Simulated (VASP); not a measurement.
VASP ran on this input.

File POSCAR:
```
HgS
1.0
  0.0000000000   3.0422167235   3.0422167235
  3.0422167235   0.0000000000   3.0422167235
  3.0422167235   3.0422167235   0.0000000000
Hg S
1 1
direct
  0.0000000000   0.0000000000   0.0000000000
  0.2500000000   0.2500000000   0.2500000000
```

**INCAR**
```
ALGO  =  Normal
EDIFF  =  1E-6
EDIFFG  =  -0.01
ENCUT  =  520
GGA  =  RP
IBRION  =  2
ISIF  =  3
ISMEAR  =  1
LASPH  =  .TRUE.
LCHARG  =  .FALSE.
LMAXMIX  =  6
LREAL  =  .FALSE.
LWAVE  =  .FALSE.
NELM  =  100
NSW  =  60
PREC  =  Accurate
SIGMA  =  0.1
SYSTEM  =  HgS
```

KPOINTS:
```
Automatic mesh
0
gamma
 9 9 9
```

POTCAR, in this order: Hg S (PBE.64 set). Program: vasp_std.

Task: Translate this RPBE calculation to Ansatz.

Result: One equivalent input (not run):
Ansatz 0.2 input:
```yaml
crystal:
  lattice:
    - [0.0000000, 3.0422167, 3.0422167]
    - [3.0422167, 0.0000000, 3.0422167]
    - [3.0422167, 3.0422167, 0.0000000]
  atoms:
    - { symbol: Hg, position: [0.0000000, 0.0000000, 0.0000000] }
    - { symbol: S, position: [0.2500000, 0.2500000, 0.2500000] }
kpoints:
  mp_grid: { grid: [9, 9, 9] }
hamiltonian:
  xc: rpbe
  pseudopotentials: { kind: paw }
scf:
  occupations: { method: methfessel_paxton, width: 0.1 }
  max_iter: 100
relax:
  max_steps: 60
  f_tol: 0.01
  cell: {}
output: { forces: true, stress: true, eigenvalues: true }
```
What does not carry over: each code has its own PAW files, so the cut-off isn't converted (ENCUT is set for VASP's; basis.ecutwfc is left out, and Ansatz then takes the one that its files recommend); Ansatz stops its SCF on the density residual and VASP on the energy change (EDIFF).

The compound is HgS in the zinc blende structure, metacinnabar; cinnabar is the stable form. It was relaxed first, which changed the volume by +13 %. The start is the result of an earlier pass.
